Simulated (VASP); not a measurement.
## NaH12C6Cl: single point with PBE+D3(BJ)

NaH12C6Cl:

```
Na Cl C H
1.0
     8.78330    0.00000    0.00000
     0.00000    8.78330    0.00000
     0.00000    0.00000    8.78330
Na Cl C H
2 2 12 24
Direct
  0.78786 0.06809 0.64170
  0.72472 0.93326 0.14396
  0.62858 0.00400 0.87303
  0.88368 0.96782 0.38606
  0.29755 0.54842 0.84625
  0.32326 0.46821 0.97205
  0.72261 0.33212 0.25795
  0.71328 0.34692 0.10722
  0.33124 0.30559 0.46297
  0.21269 0.35823 0.38437
  0.00658 0.27861 0.88130
  0.05555 0.21524 0.75243
  0.45856 0.71848 0.27427
  0.44501 0.79511 0.14366
  0.78121 0.58898 0.64818
  0.64079 0.64603 0.64465
  0.18626 0.59791 0.82175
  0.38635 0.56709 0.76179
  0.23437 0.44945 0.05655
  0.43383 0.41765 0.99717
  0.70597 0.42913 0.33380
  0.74988 0.22265 0.31087
  0.68876 0.45600 0.05305
  0.72707 0.25085 0.02937
  0.44441 0.35545 0.45009
  0.32080 0.21100 0.54293
  0.22430 0.45438 0.30657
  0.09941 0.30776 0.39378
  0.95608 0.39210 0.88273
  0.02251 0.22468 0.99198
  0.04958 0.27643 0.64438
  0.11495 0.10606 0.75176
  0.42712 0.76866 0.38347
  0.49929 0.60102 0.27613
  0.40183 0.91166 0.13924
  0.47349 0.74409 0.03412
  0.86778 0.63406 0.72514
  0.81767 0.49881 0.57082
  0.60654 0.74028 0.71835
  0.55569 0.60307 0.56497
```

The cell was built by a generator and needn't be a form met in nature.

- Program: VASP 6.6.1
- Task: single point
- Functional: PBE
- Dispersion: D3(BJ)
- Potentials or basis: VASP PAW PBE potentials, release 64 (Na_pv, Cl, C, H)
- Cutoff: 520 eV
- k mesh: 1 × 1 × 1
- Occupations: fermi-dirac, width 0.05 eV
- Spin: no spin polarisation

```json
{
 "Pressure": "0.0 GPa",
 "Largest force": "0.129 eV/Å",
 "Band gap on the k mesh": "4.44 eV, direct",
 "Dispersion energy per atom": "-0.043 eV"
}
```

Forces in eV/Å, atoms in the order of the input:
```
Na   0.043 -0.056  0.018
Na  -0.017 -0.009  0.016
Cl   0.030 -0.017  0.066
Cl   0.029  0.048 -0.030
C   -0.013 -0.005 -0.076
C    0.001 -0.016  0.039
C    0.007  0.001  0.025
C   -0.044  0.027 -0.047
C    0.037 -0.029  0.014
C   -0.049  0.035 -0.037
C    0.089  0.050  0.042
C    0.113  0.044 -0.044
C    0.026  0.056 -0.002
C   -0.053 -0.008 -0.007
C    0.092  0.016 -0.036
C   -0.012  0.041 -0.029
H   -0.009  0.015 -0.013
H   -0.001 -0.004 -0.029
H   -0.013 -0.015  0.001
H   -0.008 -0.026 -0.029
H    0.032  0.037  0.010
H    0.007  0.050  0.018
H   -0.014  0.067  0.020
H   -0.022  0.013  0.028
H   -0.015 -0.004  0.029
H    0.023  0.004 -0.028
H   -0.010 -0.002  0.011
H    0.024 -0.013 -0.022
H   -0.076 -0.054 -0.015
H   -0.080 -0.072 -0.005
H   -0.041 -0.050 -0.009
H   -0.038 -0.055 -0.022
H    0.013  0.007  0.000
H    0.001  0.009  0.002
H   -0.043  0.006  0.037
H   -0.050  0.006  0.029
H    0.009 -0.005  0.005
H    0.025 -0.037  0.034
H    0.003 -0.022  0.024
H    0.005 -0.032  0.013
```

Stress tensor (GPa, compression positive):
```
 0.09  0.14 -0.14
 0.14 -0.06 -0.05
-0.14 -0.05 -0.01
```

Levels at points of the mesh, in eV from the valence-band top:
| k point | band 48 | band 49 | band 50 | band 51 | band 52 | band 53 |
| --- | --- | --- | --- | --- | --- | --- |
| (0.00, 0.00, 0.00) | -0.19 | -0.08 | 0.00 | 4.44 | 4.63 | 4.73 |

Run time: 95 s on 1 thread of Intel(R) Xeon(R) 6975P-C (Granite Rapids), on a shared host, peak memory 0.7 GiB.

Expect the measured gap to be larger: semilocal functionals such as PBE lack the derivative discontinuity.
